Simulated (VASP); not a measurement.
The system is SnO.

```
CELL_PARAMETERS angstrom
3.79860 0.00000 0.00000
0.00000 3.79860 0.00000
0.00000 0.00000 4.84080
ATOMIC_POSITIONS crystal
Sn 0.50000 0.00000 0.23690
Sn 0.00000 0.50000 0.76310
O 0.00000 0.00000 0.00000
O 0.50000 0.50000 0.00000
```

```yaml
Program: VASP 6.6.1
Task: relaxation of cell and atoms
Functional: PBE
Dispersion: D3(BJ)
Potentials_or_basis: VASP PAW PBE potentials, release 64 (Sn_d, O)
Cutoff: 600 eV
k_mesh: 8 × 8 × 6
Occupations: gaussian, width 0.02 eV
Spin: no spin polarisation
```

At the start: pressure 2.9 GPa; volume 17.46 Å³/atom.

Task: Where does the relaxation end?

Result: Over 14 steps the energy falls by 7.0 meV/atom and the volume is 17.39 Å³/atom (-0.4 %); space group P4/nmm (No. 129, to 0.05 Å).

Step by step:
```tsv
step	energy change (eV)	largest force (eV/Å)	pressure (GPa)	volume (Å³)
1	0.0000	0.5968	2.85	69.85
2	0.0007	0.5048	-2.96	73.04
3	-0.0222	0.0309	-0.19	71.40
4	-0.0222	0.0418	-0.13	71.37
5	-0.0234	0.0514	-0.13	71.23
6	-0.0257	0.0801	-0.12	70.83
7	-0.0242	0.1338	-0.06	70.02
8	-0.0261	0.1005	-0.10	70.58
9	-0.0271	0.0274	-0.23	70.31
10	-0.0275	0.0358	-0.42	70.01
11	-0.0279	0.0055	0.05	69.46
12	-0.0280	0.0096	-0.02	69.54
13	-0.0280	0.0100	-0.03	69.55
14	-0.0280	0.0020	-0.01	69.57
```

Final structure:
```xyz
4
Lattice="3.8350 0.0000 0.0000 0.0000 3.8350 0.0000 0.0000 0.0000 4.7304" Properties=species:S:1:pos:R:3 pbc="T T T"
Sn    1.9175    0.0000    1.1631
Sn    0.0000    1.9175    3.5674
O     0.0000    3.8350    0.0000
O     1.9175    1.9175    0.0000
```

Caveat: pairwise dispersion overbinds metals, which lowers pressure and volume.
